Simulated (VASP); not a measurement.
A cell of AlCo3N (relaxed from the cubic-perovskite structure, space group Pm-3m) near equilibrium:

```
AlCo3N
1.0
    3.68909     0.00000     0.00000
    0.00000     3.68909     0.00000
    0.00000     0.00000     3.68909
Al N Co
1 1 3
Direct
  0.00000   0.00000   0.00000
  0.50000   0.50000   0.50000
  0.00000   0.50000   0.50000
  0.50000   0.50000   0.00000
  0.50000   0.00000   0.50000
```
Starting moments (μB, in the order of the record's atoms Al N Co Co Co): 0.0 0.1 0.8 0.8 0.8.

The numbers are results of PBEsol GGA, VASP's PBE PAW potentials (set 64) (plane waves; VASP), not measurements.

The moments were started parallel, and other spin orders were not tried in this run.

| run | ΔE (meV/atom) | σxx | σyy | σzz | largest shear component, with its sign (GPa) | largest force (eV/Å) | moment (μB) |
|---|---|---|---|---|---|---|---|
| as it is | 0.0 | -0.11 | -0.11 | -0.11 | 0.00 | 0.000 | 2.28 |
| after one change | 0.3 | -0.09 | -0.07 | -0.09 | 0.00 | 0.136 | 2.28 |
Stress is in GPa, positive when the cell is compressed.

Q: Which change was made?
(A) isotropic strain of -2.0 %
(B) isotropic strain of -4.0 %
(C) biaxial strain of +2.0 % in the yz plane
(D) atom 3 (Co) moved by 0.025 Å along y

A: D, atom 3 (Co) moved by 0.025 Å along y

The structure was generated: AlCo3N was put into the cubic-perovskite type (Pm-3m), which need not be its known phase.
